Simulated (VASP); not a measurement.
**RuC (relaxed from the CsCl type structure, space group Pm-3m): computed properties**

The numbers are results of PBEsol GGA, VASP's PBE PAW potentials (set 64) (plane waves; VASP), not measurements.

| Quantity | Value |
|---|---|
| space group | Pm-3m (221) |
| cell | a = 2.634 Å, b = 2.634 Å, c = 2.634 Å, α = 90.00°, β = 90.00°, γ = 90.00° |
| volume per atom | 9.13 Å³/atom |
| band gap (over mesh and band path) | none (metal, semimetal or under 0.01 eV) |
| density | 10.28 g/cm³ |

Space group Pm-3m (No. 221); a = b = c = 2.634 Å, α = β = γ = 90.00°

```
atom  site  symmetry       x       y       z
----  ----  --------  ------  ------  ------
Ru      1a      m-3m  0.0000  0.0000  0.0000
C       1b      m-3m  0.5000  0.5000  0.5000
```

The structure was generated: RuC was put into the CsCl type type (Pm-3m), which need not be its known phase. It was relaxed first, which changed the volume by -24 %. Symmetry was kept, so distortions that lower it aren't found.
